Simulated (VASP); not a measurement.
An input for Quantum ESPRESSO's pw.x (written as the equivalent of a VASP run, and not itself run):

```
&CONTROL
  calculation = 'vc-relax'
  pseudo_dir = './pseudo'
  outdir = './out'
  tprnfor = .true.
  tstress = .true.
  nstep = 60
  forc_conv_thr = 0.00078
/
&SYSTEM
  ibrav = 0
  nat = 6
  ntyp = 2
  ecutwfc = 84
  occupations = 'smearing'
  smearing = 'gaussian'
  degauss = 0.003675
  input_dft = 'pbe'
/
&ELECTRONS
  conv_thr = 7.3e-08
  electron_maxstep = 100
/
&IONS
/
&CELL
/
ATOMIC_SPECIES
  Mg 24.305 Mg.upf
  H 1.008 H.upf
CELL_PARAMETERS angstrom
     4.5134354   -0.0000000    0.0000000
    -0.0000000    4.5134354    0.0000000
     0.0000000    0.0000000    3.0126367
ATOMIC_POSITIONS crystal
  Mg   0.0000000  0.0000000  0.0000000
  Mg   0.5000000  0.5000000  0.5000000
  H    0.3041379  0.3041379  0.0000000
  H    0.8041379  0.1958621  0.5000000
  H    0.1958621  0.8041379  0.5000000
  H    0.6958621  0.6958621  0.0000000
K_POINTS automatic
  5 5 7 0 0 0
```

**Question.** Translate this input to VASP (INCAR, KPOINTS, POSCAR, choice of POTCAR).

**Answer.** This is not unique; one that fits is 
### INCAR
```
! general
SYSTEM  =  MgH2
PREC    =  Accurate
ENCUT   =  480
LREAL   =  .FALSE.
LASPH   =  .TRUE.

! electronic loop
EDIFF   =  1E-6
NELM    =  100
ALGO    =  Normal

! smearing
ISMEAR  =  0
SIGMA   =  0.05

! functional
GGA     =  PE

! ions
IBRION  =  2
NSW     =  60
ISIF    =  3
EDIFFG  =  -0.02

! output
LWAVE   =  .FALSE.
LCHARG  =  .FALSE.
```

POSCAR:
```
MgH2
1
    4.5134353798    -0.0000000000     0.0000000000
   -0.0000000000     4.5134353798     0.0000000000
    0.0000000000     0.0000000000     3.0126367211
Mg H
2 4
Direct
  0.0000000000   0.0000000000   0.0000000000
  0.5000000000   0.5000000000   0.5000000000
  0.3041378646   0.3041378646   0.0000000000
  0.8041378646   0.1958621354   0.5000000000
  0.1958621354   0.8041378646   0.5000000000
  0.6958621354   0.6958621354   0.0000000000
```

File KPOINTS:
```
Automatic
0
gamma
5 5 7
0 0 0
```

POTCAR, in this order: Mg H (PBE.64 set). Program: vasp_std.

The two are equivalent in intent, not identical: the potentials are each code's own (VASP's PAW set, PseudoDojo norm-conserving files in pw.x), so ENCUT and ecutwfc are chosen apart and not converted; conv_thr bounds pw.x's estimated SCF error, while EDIFF bounds the energy change between steps; forc_conv_thr acts on force components and is met together with etot_conv_thr.

The compound is MgH2 in the rutile structure. This run relaxes it. Symmetry was kept, so distortions that lower it aren't found. The start is the result of an earlier pass.
